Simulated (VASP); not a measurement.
Method: TPSS meta-GGA, VASP's PBE PAW potentials (set 64) (plane waves; VASP 6.6.1).

Input for VASP

### KPOINTS
```
Regular mesh
0
G
7 7 4
```

### INCAR
```
ALGO = Normal
EDIFF = 1E-6
EDIFFG = -0.02
ENCUT = 520
IBRION = 2
ISIF = 3
ISMEAR = 0
LASPH = .TRUE.
LCHARG = .FALSE.
LMAXMIX = 4
LMIXTAU = .TRUE.
LREAL = .FALSE.
LWAVE = .FALSE.
METAGGA = TPSS
NELM = 100
NSW = 60
PREC = Accurate
SIGMA = 0.05
SYSTEM = ZnO
```

File POSCAR:
```
ZnO
1.0
  1.6341645681  -2.8304565049   0.0000000000
  1.6341645681   2.8304565049   0.0000000000
  0.0000000000   0.0000000000   5.2378945056
Zn O
2 2
Cartesian
  1.6341645681  -0.9434873886   2.6204624536
  1.6341645681   0.9434873886   0.0015152008
  1.6341645681  -0.9434873886   4.6183077531
  1.6341645681   0.9434873886   1.9993605003
```

POTCAR, in this order: Zn O (PBE.64 set). Program: vasp_std.

**Question.** What will the output report for the number of irreducible k-points (NKPTS), largest plane-wave count, number of space-group operations, FFT grid (NGX, NGY, NGZ)?

**Answer.** 
```json
{
  "number of irreducible k-points (NKPTS)": "24",
  "largest_plane_wave_count": "1318",
  "number_of_space_group_operations": "12",
  "FFT grid (NGX, NGY, NGZ)": "24 × 24 × 40"
}
```

The compound is ZnO in the wurtzite structure. It was relaxed first. The start is the result of an earlier pass.
